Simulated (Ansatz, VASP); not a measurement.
# TaTeSe (2H-TaSeTe bilayer, AA) in two plane-wave programs, part 2 of 2

Wanted: the spread between two codes on one cell, functional and k mesh. Of the first pair: The structure shown is the start of the Ansatz relaxation below; VASP solves that cell, so the two are compared at the walk's first step.

VASP 6.6.1 and Ansatz 0.2.0.

So far: The structure; Ansatz: relaxation, PBE with D4.

### Step 3. VASP: single point, PBE with D4, start cell, pair 1

Level of this step: PBE with D4, zero-moment start; plane waves and PAW (Te, Ta_pv, Se) (VASP).

The same cell, functional, mesh and smearing now go to VASP, with its own data sets.

Lines of VASP's logs that name or quote its potential files are left out, and so is its time.

INCAR

```
SYSTEM = TaTeSe
PREC = Accurate
ENCUT = 400
EDIFF = 1E-06
NELM = 200
ISMEAR = -1
SIGMA = 0.05
LREAL = .FALSE.
ALGO = Normal
GGA = PE
IVDW = 13
NBANDS = 32
ISPIN = 2
MAGMOM = 0 -0 0 -0 0 -0
LASPH = .TRUE.
LMAXMIX = 4
LORBIT = 11
LWAVE = .FALSE.
LCHARG = .FALSE.
ISIF = 2
LDIPOL = .TRUE.
IDIPOL = 3
DIPOL = 0.5 0.5 0.501
LVHAR = .TRUE.
GGA_COMPAT = .FALSE.
NELMDL = -8
KPAR = 2
```

POSCAR

```
TaTeSe
1.0
    3.7222600000      0.0000000000      0.0000000000
   -1.8611300000      3.2235720000      0.0000000000
    0.0000000000      0.0000000000     52.2148840000
Te Ta Se
2 2 2
Direct
    0.3333333333      0.6666666667      0.3983538487
    0.3333333333      0.6666666667      0.5306426037
    0.0000000000      0.0000000000      0.4364963446
    0.0000000000      0.0000000000      0.5687850997
    0.3333333333      0.6666666667      0.4693573963
    0.3333333333      0.6666666667      0.6016461513
```

KPOINTS

```
Automatic mesh
0
Gamma
12 12 1
0 0 0
```

Potentials, in the order of the species: Te, Ta_pv and Se (PBE family, release 64).

Started as:

```sh
$ mpirun -np 2 vasp_std
```

Numbers of over 12 decimals in the logs are rounded to 6 here.

Log:

```text
[banner, memory and clock lines left out]
running    2 mpi-ranks, on    1 nodes
 distrk:  each k-point on    1 cores,    2 groups
 distr:  one band on    1 cores,    1 groups

 POSCAR found type information on POSCAR TeTaSe
 POSCAR found :  3 types and       6 ions
 LDA part: xc-table for (Slater+PW92), standard interpolation
|                                                                             |
|           W    W    AA    RRRRR   N    N  II  N    N   GGGG   !!!           |
|           W    W   A  A   R    R  NN   N  II  NN   N  G    G  !!!           |
|           W    W  A    A  R    R  N N  N  II  N N  N  G       !!!           |
|           W WW W  AAAAAA  RRRRR   N  N N  II  N  N N  G  GGG   !            |
|           WW  WW  A    A  R   R   N   NN  II  N   NN  G    G                |
|           W    W  A    A  R    R  N    N  II  N    N   GGGG   !!!           |
|                                                                             |
|     One of the lattice vectors is very long (>50 A), but AMIN is rather     |
|     large. This can spoil convergence since charge sloshing might occur     |
|     along the long lattice vector. If problems with convergence are         |
|     observed, try to decrease AMIN to a smaller value (e.g. 0.01).          |
|     Note: This warning only applies if the self-consistency cycle is        |
|     used.                                                                   |
|                                                                             |

 POSCAR, INCAR and KPOINTS ok, starting setup
 FFT: planning ... GRIDC
 FFT: planning ... GRID_SOFT
 FFT: planning ... GRID
 WAVECAR not read
 entering main loop
       N       E                     dE             d eps       ncg     rms          rms(c)
DAV:   1     0.259468621795E+03    0.25947E+03   -0.16762E+04  3040   0.847E+02
DAV:   2    -0.921865185384E+01   -0.26869E+03   -0.26000E+03  3448   0.185E+02
DAV:   3    -0.408756425343E+02   -0.31657E+02   -0.31315E+02  3112   0.601E+01
DAV:   4    -0.420927640513E+02   -0.12171E+01   -0.12071E+01  3504   0.132E+01
DAV:   5    -0.421190874681E+02   -0.26323E-01   -0.26237E-01  3424   0.190E+00
DAV:   6    -0.421196354661E+02   -0.54800E-03   -0.54719E-03  3576   0.265E-01
DAV:   7    -0.421196511162E+02   -0.15650E-04   -0.15640E-04  3464   0.442E-02
DAV:   8    -0.421196516098E+02   -0.49357E-06   -0.49360E-06  3120   0.690E-03    0.164E+01
DAV:   9    -0.399028797270E+02    0.22168E+01   -0.10345E+01  2808   0.155E+01    0.908E+00
DAV:  10    -0.426737676413E+02   -0.27709E+01   -0.34578E+01  3320   0.148E+01    0.694E+00
DAV:  11    -0.534920524625E+02   -0.10818E+02   -0.81156E+01  3656   0.255E+01    0.174E+01
DAV:  12    -0.406108668580E+02    0.12881E+02   -0.78265E+01  3816   0.209E+01    0.476E+00
DAV:  13    -0.397312609435E+02    0.87961E+00   -0.58837E+00  2808   0.783E+00    0.269E+00
DAV:  14    -0.394679035055E+02    0.26336E+00   -0.11125E+00  3128   0.357E+00    0.202E+00
[...]
DAV:  28    -0.393701702971E+02   -0.32061E-04   -0.17471E-05  2664   0.812E-03    0.133E-02
DAV:  29    -0.393702039224E+02   -0.33625E-04   -0.66605E-06  2744   0.949E-03    0.595E-03
DAV:  30    -0.393702371507E+02   -0.33228E-04   -0.58139E-06  2824   0.875E-03    0.443E-03
DAV:  31    -0.393702566630E+02   -0.19512E-04   -0.71100E-06  2024   0.545E-03    0.653E-03
DAV:  32    -0.393702666188E+02   -0.99558E-05   -0.64241E-06  2016   0.426E-03    0.444E-03
DAV:  33    -0.393702703156E+02   -0.36968E-05   -0.24127E-07  1664   0.193E-03    0.375E-03
DAV:  34    -0.393702732097E+02   -0.28942E-05   -0.15891E-07  1592   0.127E-03    0.256E-03
DAV:  35    -0.393702738322E+02   -0.62251E-06   -0.12079E-07  1376   0.102E-03
   1 F= -.41223540E+02 E0= -.41195600E+02  d E =-.558805E-01  mag=     0.0003
```

Parts of OUTCAR (step 3):

```text
ion  position               nearest neighbor table
   1  0.333  0.667  0.398-   3 2.93   3 2.93   3 2.93
   2  0.333  0.667  0.531-   4 2.93   4 2.93   4 2.93   5 3.20
   3  0.000  0.000  0.436-   5 2.75   5 2.75   5 2.75   1 2.93   1 2.93   1 2.93
   4  0.000  0.000  0.569-   6 2.75   6 2.75   6 2.75   2 2.93   2 2.93   2 2.93
   5  0.333  0.667  0.469-   3 2.75   3 2.75   3 2.75   2 3.20
   6  0.333  0.667  0.602-   4 2.75   4 2.75   4 2.75

  LATTYP: Found a hexagonal cell.
 ALAT       =     3.7222600000
 C/A-ratio  =    14.0277369125

 Subroutine GETGRP returns: Found  6 space group operations
 (whereof  6 operations were pure point group operations)

The static configuration has the point symmetry C_3v.

 Found     19 irreducible k-points:

   k-points           NKPTS =     19   k-points in BZ     NKDIM =     19   number of bands    NBANDS=     32

   dimension x,y,z NGX =    24 NGY =   24 NGZ =  350
   dimension x,y,z NGXF=    48 NGYF=   48 NGZF=  700

   ENCUT  =  400.0 eV  29.40 Ry    5.42 a.u.   6.07  6.07 85.15*2*pi/ulx,y,z

   NELECT =      46.0000    total number of electrons

 k-points in reciprocal lattice and weights: Automatic mesh
   0.00000000  0.00000000  0.00000000       0.007
   0.08333333  0.00000000  0.00000000       0.042
   0.16666667  0.00000000  0.00000000       0.042
   0.25000000  0.00000000  0.00000000       0.042
   0.33333333  0.00000000  0.00000000       0.042
   0.41666667  0.00000000  0.00000000       0.042
   0.50000000  0.00000000  0.00000000       0.021
   0.08333333  0.08333333  0.00000000       0.042
   0.16666667  0.08333333  0.00000000       0.083
[...]
0.33333333  0.25000000  0.00000000       0.083
   0.33333333  0.33333333  0.00000000       0.014

 dipolmoment           0.000000      0.000000      0.028137 electrons x Angstroem

 average (electrostatic) potential at core
       1 -96.6022       2 -96.6941       3 -46.2714       4 -46.2840       5 -60.8208
       6 -60.6270

 E-fermi :  -2.6142

 spin component 1
 k-point     1 :       0.0000    0.0000    0.0000
  band No.  band energies     occupation
    ...
     18      -3.6378      1.00000
     19      -3.1451      0.99998
     20      -3.1451      0.99998
     21      -3.0834      0.99992
     22      -3.0834      0.99992
     23      -2.3089      0.00222
     24      -1.8027      0.00000
     25      -0.3352      0.00000
     26      -0.3352      0.00000
     27      -0.1462      0.00000
    ...

 k-point     2 :       0.0833    0.0000    0.0000
  band No.  band energies     occupation
    ...
     18      -3.7280      1.00000
     19      -3.3656      1.00000
     20      -3.2387      1.00000
     21      -3.2054      0.99999
     22      -3.1788      0.99999
     23      -2.3386      0.00401
     24      -1.9145      0.00000
     25      -0.5143      0.00000
     26      -0.3251      0.00000
     27      -0.2700      0.00000
    ...

 k-point     3 :       0.1667    0.0000    0.0000
  band No.  band energies     occupation
    ...
     18      -4.2214      1.00000
     19      -3.9346      1.00000
     20      -3.4090      1.00000
     21      -3.3531      1.00000
     22      -3.3518      1.00000
     23      -2.5078      0.10632
     24      -2.2333      0.00049
     25      -0.8095      0.00000
     26      -0.5060      0.00000
     27      -0.4263      0.00000
    ...

 k-point     4 :       0.2500    0.0000    0.0000
  band No.  band energies     occupation
    ...
     20      -3.4818      1.00000
     21      -3.4783      1.00000
     22      -3.4166      1.00000
     23      -2.8051      0.97849
     24      -2.6283      0.56966
     25      -0.9031      0.00000
     26      -0.5723      0.00000
     27      -0.5443      0.00000
     28      -0.3802      0.00000
     29      -0.1044      0.00000
    ...

 k-point     5 :       0.3333    0.0000    0.0000
  band No.  band energies     occupation
    ...
     20      -3.5909      1.00000
     21      -3.4659      1.00000
     22      -3.3625      1.00000
     23      -3.0377      0.99979
     24      -2.8788      0.99499
     25      -0.7584      0.00000
     26      -0.5450      0.00000
     27      -0.4508      0.00000
     28      -0.4412      0.00000
     29       0.1449      0.00000
    ...

 k-point     6 :       0.4167    0.0000    0.0000
  band No.  band energies     occupation
    ...
     20      -3.6564      1.00000
     21      -3.4454      1.00000
     22      -3.3049      1.00000
     23      -3.0891      0.99992
     24      -2.8689      0.99390
     25      -0.5002      0.00000
     26      -0.4481      0.00000
     27      -0.3998      0.00000
     28      -0.2771      0.00000
     29       0.2598      0.00000
    ...

  DFT-D4 for vdW energy calculation

  Edisp (eV):   -1.85327

  Total     -10.78358   -10.78359   -10.95590    -0.00000    -0.00000     0.00000
  in kB     -27.57626   -27.57626   -28.01690    -0.00000    -0.00000     0.00000
  external pressure =      -27.72 kB  Pullay stress =        0.00 kB

  energy-cutoff  :      400.00
  volume of cell :      626.52
      direct lattice vectors                 reciprocal lattice vectors
     3.722260000  0.000000000  0.000000000     0.268653990  0.155107440  0.000000000
    -1.861130000  3.223572000  0.000000000     0.000000000  0.310214880  0.000000000
     0.000000000  0.000000000 52.214884000     0.000000000  0.000000000  0.019151627

 POSITION                                       TOTAL-FORCE (eV/Angst)
 -----------------------------------------------------------------------------------
     -0.00000      2.14905     20.80000         0.000000      0.000000      1.527312
     -0.00000      2.14905     27.70744         0.000000      0.000000      2.040374
      0.00000      0.00000     22.79161        -0.000000      0.000000      0.305805
      0.00000      0.00000     29.69905         0.000000      0.000000      0.159249
     -0.00000      2.14905     24.50744         0.000000      0.000000     -2.287295
     -0.00000      2.14905     31.41488         0.000000      0.000000     -1.745445
 -----------------------------------------------------------------------------------
    total drift:                                0.000001      0.000003      0.000223

  FREE ENERGIE OF THE ION-ELECTRON SYSTEM (eV)
  ---------------------------------------------------
  free  energy   TOTEN  =       -41.2235400667 eV

  energy  without entropy=      -41.1676595407  energy(sigma->0) =      -41.19559980

 vacuum level on the upper side and lower side of the slab         2.687         2.263

 total charge
# of ion       s       p       d       tot
------------------------------------------
    1        1.383   1.951   0.039   3.372
    2        1.391   1.945   0.043   3.379
    3        0.262   6.104   2.165   8.531
    4        0.264   6.106   2.156   8.526
    5        1.474   2.291   0.037   3.802
    6        1.469   2.285   0.034   3.788
--------------------------------------------------
tot          6.242  20.682   4.473  31.398

 magnetization (x)
# of ion       s       p       d       tot
------------------------------------------
    1        0.000   0.000  -0.000   0.000
    2        0.000   0.000   0.000   0.000
    3       -0.000  -0.000  -0.000  -0.000
    4        0.000   0.000   0.001   0.001
    5        0.000   0.000  -0.000   0.000
    6        0.000   0.000   0.000   0.000
--------------------------------------------------
tot          0.000   0.000   0.000   0.001

[... 6 further parts left out ...]
```

### Step 4. Differences

Known differences besides the potentials themselves: Ansatz cuts the interaction across the vacuum, VASP repeats the sheet with a dipole correction; the data sets hold 90 valence electrons in Ansatz (on its default PAW (the set named soft_2) files) and 46 in VASP; the cutoff is 420 eV in Ansatz and 400 eV in VASP. Total energies have different zeros and are not compared.

Forces (eV/Å; atoms numbered as in POSCAR):

```
atom        Ansatz x, y, z          VASP x, y, z
 Te1   0.000, 0.000, 1.529   0.000, 0.000, 1.527
 Te2   0.000, 0.000, 2.018   0.000, 0.000, 2.040
 Ta3   0.000, 0.000, 0.309   0.000, 0.000, 0.306
 Ta4   0.000, 0.000, 0.179   0.000, 0.000, 0.159
 Se5  0.000, 0.000, -2.297  0.000, 0.000, -2.287
 Se6  0.000, 0.000, -1.737  0.000, 0.000, -1.745
```

The forces differ by 7.7 meV/Å r.m.s., which is 0.9 % of the r.m.s. force of 0.910 eV/Å (both taken over all components). Moments aren't recorded for both runs of this pair, so they may hold unlike magnetic states. With vacuum in the cell, a pressure given here is an average over mostly empty space and none of the material.

### Step 5. Ansatz: relaxation, PBE with D4

This run makes the geometry at which the two programs are then compared.

The structure compared here is the end of the Ansatz relaxation.

input.yaml

```yaml
crystal:
  lattice:
    - [3.72226, 0.0, 0.0]
    - [-1.86113, 3.2235717195, 0.0]
    - [0.0, 0.0, 52.2148837049]
  atoms:
    - { symbol: Te, position: [0.3333333333, 0.6666666667, 0.3983538509] }
    - { symbol: Ta, position: [0.0, 0.0, 0.4364963425], spin: 1.0 }
    - { symbol: Se, position: [0.3333333333, 0.6666666667, 0.4693573961] }
    - { symbol: Te, position: [0.3333333333, 0.6666666667, 0.5306426039] }
    - { symbol: Ta, position: [0.0, 0.0, 0.5687850954], spin: -1.0 }
    - { symbol: Se, position: [0.3333333333, 0.6666666667, 0.6016461491] }
  periodic: [true, true, false]
magnetization:
  spin_polarized: true
kpoints:
  mp_grid: { grid: [12, 12, 1] }
hamiltonian:
  xc: pbe
  dispersion: d4
scf:
  occupations: { method: fermi_dirac, width: 0.05 }
  convergence: { dr2_threshold: 1.0e-09 }
relax:
  f_tol: 0.004
  max_steps: 90
  cell: {}
output:
  write_potential: true
  write_density: true
  volumetric_format: npy
```

Started as:

```sh
$ ansatz run input.yaml --threads 4 --pin off --max-ram 12288MiB --backend cpu --events-out ev --progress --plain --runs-dir out
```

Log:

```text
[...]
Crystal: 6 atoms, lattice volume = 626.525 Å³
Basis set: ecut = 420 eV, 12319 PW (Γ), exchange–correlation on 50×50×720 points (8 copies of the dense FFT grid, shifted against one another)
Bands: 56, of which v1, the nominal top of the filled ones, is band 45 counted from 1 (44 counted from 0)
[...]
- [-1.774666, 3.073812, 0]
    - [0, 0, 52.2148837049]
  atoms:
    - { symbol: Te, position: [0.333333, 0.666667, 0.397267] }
[...]
- { symbol: Se, position: [0.333333, 0.666667, 0.464374] }
    - { symbol: Te, position: [0.333333, 0.666667, 0.535341] }
    - { symbol: Ta, position: [1.6090574105951304e-18, -2.878355989888598e-17, 0.571885] }
    - { symbol: Se, position: [0.333333, 0.666667, 0.602497] }
[key lines of the parts left out:]
SCF converged after 5 iterations
Magnetization: -0.0001 μB (45.0000 up, 45.0000 down)
Free energy (F): -44767.914993 eV
Fermi energy:    -5.007470 eV
P = ½ c Tr σ = -0.0149 N/m
```

### Step 6. VASP: single point, PBE with D4, relaxed cell, pair 2

The same cell, functional, mesh and smearing now go to VASP, with its own data sets.

INCAR is that of step 3.

POSCAR

```
TaTeSe
1.0
    3.5493318438      0.0000000000      0.0000000000
   -1.7746659219      3.0738115432      0.0000000000
    0.0000000000      0.0000000000     52.2148837049
Te Ta Se
2 2 2
Direct
    0.3333333333      0.6666666667      0.3972672323
    0.3333333333      0.6666666667      0.5353411374
    0.0000000000      0.0000000000      0.4339172540
    0.0000000000      0.0000000000      0.5718846191
    0.3333333333      0.6666666667      0.4643744983
    0.3333333333      0.6666666667      0.6024966968
```

KPOINTS is that of step 3.

Started as:

```sh
$ mpirun -np 2 vasp_std
```

Log:

```text
[banner, memory and clock lines left out]
running    2 mpi-ranks, on    1 nodes
[...]
LDA part: xc-table for (Slater+PW92), standard interpolation
 [... a notice as in an earlier step ...]

 POSCAR, INCAR and KPOINTS ok, starting setup
[...]
entering main loop
       N       E                     dE             d eps       ncg     rms          rms(c)
DAV:   1     0.270991518787E+03    0.27099E+03   -0.17077E+04  3040   0.858E+02
DAV:   2    -0.100755883064E+02   -0.28107E+03   -0.27176E+03  3440   0.192E+02
DAV:   3    -0.409772591538E+02   -0.30902E+02   -0.30513E+02  3080   0.615E+01
DAV:   4    -0.421162226279E+02   -0.11390E+01   -0.11306E+01  3528   0.132E+01
[...]
DAV:  34    -0.402159057447E+02   -0.32543E-05   -0.35540E-07  1760   0.219E-03    0.155E-03
DAV:  35    -0.402159072955E+02   -0.15508E-05   -0.15029E-07  1424   0.117E-03    0.483E-04
DAV:  36    -0.402159080282E+02   -0.73267E-06   -0.38216E-08  1472   0.657E-04
   1 F= -.42231121E+02 E0= -.42205449E+02  d E =-.513432E-01  mag=     0.0000
```

Parts of OUTCAR (step 6):

```text
  Edisp (eV):   -2.01521

  Total       0.05799     0.05799     0.12508    -0.00000    -0.00000     0.00000
  in kB       0.16310     0.16310     0.35178    -0.00000    -0.00000     0.00000
  external pressure =        0.23 kB  Pullay stress =        0.00 kB

 POSITION                                       TOTAL-FORCE (eV/Angst)
 -----------------------------------------------------------------------------------
     -0.00000      2.04921     20.74326        -0.000000      0.000000     -0.023034
     -0.00000      2.04921     27.95278        -0.000000      0.000000     -0.013355
      0.00000      0.00000     22.65694        -0.000000     -0.000000     -0.006790
      0.00000      0.00000     29.86089        -0.000000      0.000000     -0.004763
     -0.00000      2.04921     24.24726         0.000000     -0.000000      0.021960
     -0.00000      2.04921     31.45929        -0.000000     -0.000000      0.025982
 -----------------------------------------------------------------------------------
    total drift:                                0.000001     -0.000000      0.000162

  FREE ENERGIE OF THE ION-ELECTRON SYSTEM (eV)
  ---------------------------------------------------
  free  energy   TOTEN  =       -42.2311207583 eV

  energy  without entropy=      -42.1797775588  energy(sigma->0) =      -42.20544916

 magnetization (x)
# of ion       s       p       d       tot
------------------------------------------
    1       -0.000   0.000   0.000   0.000
    2       -0.000  -0.000  -0.000  -0.000
    3        0.000   0.000   0.000   0.000
    4       -0.000  -0.000  -0.000  -0.000
    5        0.000   0.000   0.000   0.000
    6        0.000  -0.000  -0.000  -0.000
--------------------------------------------------
tot          0.000   0.000   0.000   0.000

[... 1 part as in an earlier step ...]

[... 2 further parts left out ...]
[key lines of the parts left out:]
E-fermi :  -2.3466
```

### Step 7. Side by side

What differs besides the data sets and the points named for the pairs above, as far as they apply: the data sets hold 90 valence electrons in Ansatz (on its default PAW (the set named soft_2) files) and 46 in VASP. Total energies have different zeros and are not compared.

At this near-relaxed geometry the largest component of a force difference is 26 meV/Å. With vacuum in the cell, a pressure given here is an average over mostly empty space and none of the material.

### Step 8. Outcome

```json
{"r.m.s. force difference (single point, PBE with D4, start cell, pair 1)": "0.85 % of the r.m.s. force", "r.m.s. force difference (single point, PBE with D4, relaxed cell, pair 2)": "10 meV/Å"}
```

The r.m.s. force difference is 10 meV/Å (single point, PBE with D4, relaxed cell, pair 2), within the 12 meV/Å picked in this series as the mark of a large difference. The data sets hold unlike numbers of valence electrons (90 in Ansatz and 46 in VASP), so part of the differences comes from the potentials. How closely two codes agree says nothing of how well the functional describes the real material.

[Lines on the potential files, build, host, timing and source positions are cut from VASP's logs without a mark.]

[Logs are printed without paths, hosts, clocks, repeated set-up lines and the standing remarks that a program may print on its own settings, such as how far it seeks lower states.]

[Hosts, paths, dates, database ids (printed as entryN), source tags and the programs' standing remarks are cut or masked in the printed files.]
